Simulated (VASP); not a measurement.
Method: PBEsol GGA, VASP's PBE PAW potentials (set 64) (plane waves; VASP).

The input files of a VASP run:

KPOINTS:
```
kpoints
0
gamma
10 10 10
0 0 0
```

INCAR:
```
# general
SYSTEM  = PtP
PREC    = Accurate
ENCUT   = 400
LREAL   = .False.
LASPH   = .True.   # aspherical one-centre terms

# electronic loop
EDIFF   = 1E-6
NELM    = 100
ALGO    = Normal   # blocked Davidson
LMAXMIX = 6   # l cut-off of mixed one-centre charges

# smearing
ISMEAR  = 1
SIGMA   = 0.1   # width (eV)

# functional
GGA     = PS   # PBEsol

# ions
IBRION  = 2   # conjugate gradients
NSW     = 60   # most ionic steps
ISIF    = 3
EDIFFG  = -0.01   # ionic stop

# output
LWAVE   = .False.
LCHARG  = .False.
```

### POSCAR
```
PtP
1
    3.1590000000     0.0000000000     0.0000000000
    0.0000000000     3.1590000000     0.0000000000
    0.0000000000     0.0000000000     3.1590000000
Pt P
1 1
Direct
  0.0000000000   0.0000000000   0.0000000000
  0.5000000000   0.5000000000   0.5000000000
```

POTCAR, in this order: Pt P (PBE.64 set). Program: vasp_std.

The run wrote:

File OSZICAR:
```
       N       E                     dE             d eps       ncg     rms          rms(c)
DAV:   1     0.438145251421E+02    0.43815E+02   -0.59496E+03  1384   0.938E+02
DAV:   2    -0.112288872536E+02   -0.55043E+02   -0.50270E+02  1365   0.190E+02
DAV:   3    -0.130009979848E+02   -0.17721E+01   -0.17055E+01  1508   0.324E+01
DAV:   4    -0.130186517771E+02   -0.17654E-01   -0.17648E-01  1364   0.367E+00
DAV:   5    -0.130188677673E+02   -0.21599E-03   -0.21596E-03  1487   0.384E-01    0.111E+01
DAV:   6    -0.126553856161E+02    0.36348E+00   -0.29525E+00  1307   0.159E+01    0.666E+00
DAV:   7    -0.125651285241E+02    0.90257E-01   -0.34334E-01  1277   0.589E+00    0.382E+00
DAV:   8    -0.125522034149E+02    0.12925E-01   -0.51892E-02  1323   0.179E+00    0.485E-01
DAV:   9    -0.125516659072E+02    0.53751E-03   -0.93009E-04  1370   0.276E-01    0.353E-01
DAV:  10    -0.125511662917E+02    0.49962E-03   -0.13723E-03  1271   0.244E-01    0.472E-02
DAV:  11    -0.125511688337E+02   -0.25420E-05   -0.42993E-05  1418   0.569E-02    0.145E-02
DAV:  12    -0.125511699637E+02   -0.11301E-05   -0.23019E-06  1137   0.118E-02    0.104E-02
DAV:  13    -0.125511693259E+02    0.63783E-06   -0.77261E-07   682   0.681E-03
   1 F= -.12551169E+02 E0= -.12550725E+02  d E =-.125512E+02
       N       E                     dE             d eps       ncg     rms          rms(c)
DAV:   1    -0.178463407550E+02   -0.52952E+01   -0.98072E+01  1281   0.108E+02    0.235E+01
DAV:   2    -0.130374171146E+02    0.48089E+01   -0.23896E+01  1244   0.492E+01    0.508E+00
DAV:   3    -0.124632313828E+02    0.57419E+00   -0.13882E+00  1286   0.128E+01    0.236E+00
DAV:   4    -0.123592290178E+02    0.10400E+00   -0.41719E-01  1299   0.498E+00    0.771E-01
DAV:   5    -0.123621884294E+02   -0.29594E-02   -0.90236E-03  1427   0.919E-01    0.573E-01
DAV:   6    -0.123646736105E+02   -0.24852E-02   -0.17064E-03  1340   0.313E-01    0.118E-01
DAV:   7    -0.123649402807E+02   -0.26667E-03   -0.15911E-04  1406   0.103E-01    0.167E-02
DAV:   8    -0.123649503917E+02   -0.10111E-04   -0.94439E-06  1349   0.307E-02    0.394E-03
DAV:   9    -0.123649503331E+02    0.58647E-07   -0.83503E-07   664   0.100E-02
   2 F= -.12364950E+02 E0= -.12364871E+02  d E =0.186219E+00
       N       E                     dE             d eps       ncg     rms          rms(c)
DAV:   1    -0.146125931406E+02   -0.22476E+01   -0.34602E+01  1266   0.634E+01    0.897E+00
DAV:   2    -0.128804674738E+02    0.17321E+01   -0.87968E+00  1243   0.328E+01    0.748E+00
DAV:   3    -0.127193855571E+02    0.16108E+00   -0.44681E-01  1286   0.682E+00    0.438E+00
DAV:   4    -0.126842729039E+02    0.35113E-01   -0.18093E-01  1287   0.339E+00    0.887E-01
DAV:   5    -0.126831740497E+02    0.10989E-02   -0.64741E-03  1316   0.740E-01    0.591E-01
DAV:   6    -0.126834300264E+02   -0.25598E-03   -0.57885E-04  1366   0.200E-01    0.180E-02
DAV:   7    -0.126834278584E+02    0.21680E-05   -0.15518E-05  1344   0.314E-02    0.103E-02
DAV:   8    -0.126834281881E+02   -0.32967E-06   -0.52326E-07   732   0.802E-03
   3 F= -.12683428E+02 E0= -.12683052E+02  d E =-.132259E+00
       N       E                     dE             d eps       ncg     rms          rms(c)
DAV:   1    -0.126845099579E+02   -0.10821E-02   -0.15309E-02  1283   0.133E+00    0.201E-01
DAV:   2    -0.126837412797E+02    0.76868E-03   -0.47134E-03  1250   0.707E-01    0.114E-01
DAV:   3    -0.126836261030E+02    0.11518E-03   -0.32136E-04  1268   0.185E-01    0.552E-02
DAV:   4    -0.126836113702E+02    0.14733E-04   -0.87694E-05  1311   0.685E-02    0.139E-02
DAV:   5    -0.126836114072E+02   -0.36994E-07   -0.23840E-06  1179   0.133E-02
   4 F= -.12683611E+02 E0= -.12683260E+02  d E =-.132442E+00
```

**OUTCAR**
```
------------------------ aborting loop because EDIFF is reached ----------------------------------------
  FORCE on cell =-STRESS in cart. coord.  units (eV):
  Direction    XX          YY          ZZ          XY          YZ          ZX
  --------------------------------------------------------------------------------------
  Total       -0.0187573     -0.0187573     -0.0187573     -0.0000000     -0.0000000     -0.0000000
  in kB       -1.0416739     -1.0416739     -1.0416739     -0.0000000     -0.0000000     -0.0000000
  external PRESSURE =      -1.0416739 kB  Pullay stress =       0.0000000 kB
  volume of cell :       28.85
      direct lattice vectors                 reciprocal lattice vectors
     3.067020886 -0.000000000 -0.000000000     0.326049296 -0.000000000 -0.000000000
     0.000000000  3.067020886 -0.000000000     0.000000000  0.326049296 -0.000000000
     0.000000000  0.000000000  3.067020886     0.000000000  0.000000000  0.326049296
 POSITION                                       TOTAL-FORCE (eV/Angst)
 -----------------------------------------------------------------------------------
      0.00000      0.00000      0.00000        -0.000000      0.000000      0.000000
      1.53351      1.53351      1.53351         0.000000     -0.000000      0.000000
 -----------------------------------------------------------------------------------
    total drift:                               -0.000000      0.000000      0.000000
  FREE ENERGIE OF THE ION-ELECTRON SYSTEM (eV)
  ---------------------------------------------------
  free  energy   TOTEN  =       -12.6836114072 eV

  energy  without entropy=      -12.6825586460  energy(sigma->0) =      -12.68326049

 reached required accuracy - stopping structural energy minimisation
```
(Selected blocks of OUTCAR.)

### CONTCAR
```
PtP
   1.00000000000000
     3.0670208863996971   -0.0000000000000000   -0.0000000000000000
     0.0000000000000000    3.0670208863996975   -0.0000000000000000
     0.0000000000000000    0.0000000000000000    3.0670208863996971
  Pt              P
     1     1
Direct
     0.0000000000000000    0.0000000000000000    0.0000000000000000
     0.5000000000000000    0.5000000000000000    0.5000000000000000
```

Energy and stress use the plane-wave basis of the starting cell.

The structure was generated: PtP was put into the CsCl type type (Pm-3m), which need not be its known phase. This run relaxes it. Symmetry was kept, so distortions that lower it aren't found. The electron count is odd and the run is not spin-polarised, which forces a metal.
